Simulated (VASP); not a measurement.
VASP runs on ZrB$_{2}$ (AlB2 type) share one base input (PBE GGA, plane waves, VASP's PBE PAW potentials (set 64)) and change the settings named in each case.

KPOINTS:
```
kpoints
0
G
  10 10 8
```

POSCAR:
```
ZrB2
3.60060
  0.4490084986  -0.7777056602   0.0000000000
  0.4490084986   0.7777056602   0.0000000000
  0.0000000000   0.0000000000   1.0000000000
Zr B
1 2
direct
  0.0000000000   0.0000000000   0.0000000000
  0.3333330000   0.6666670000   0.5000000000
  0.6666670000   0.3333330000   0.5000000000
```

**INCAR**
```
ALGO = Normal
EDIFF = 1E-6
ENCUT = 520
GGA = PE
ISIF = 2
ISMEAR = 1
LASPH = .TRUE.
LCHARG = .FALSE.
LMAXMIX = 4
LREAL = .FALSE.
LWAVE = .FALSE.
NELM = 100
PREC = Accurate
SIGMA = 0.1
SYSTEM = ZrB2
```

POTCAR, in this order: Zr_sv B (PBE.64 set). Program: vasp_std.

```tsv
change	pressure (GPa)	electronic steps
base run	-11.76	12
EDIFF = 1E-2	-14.33	8
EDIFF = 1E-3	-11.88	10
EDIFF = 1E-4	-11.85	10
EDIFF = 1E-5	-11.75	12
EDIFF = 1E-8	-11.77	16
```

Left out are runs that ran out of time, are held back, or changed the cell or the kind of run, fixed moments of cells without a moment, rows past the twelfth, gaps on odd meshes, pressures of charged cells and columns that move by less than the noise.

The compound is ZrB2 in the AlB2 type structure. The cell was not relaxed at this level.
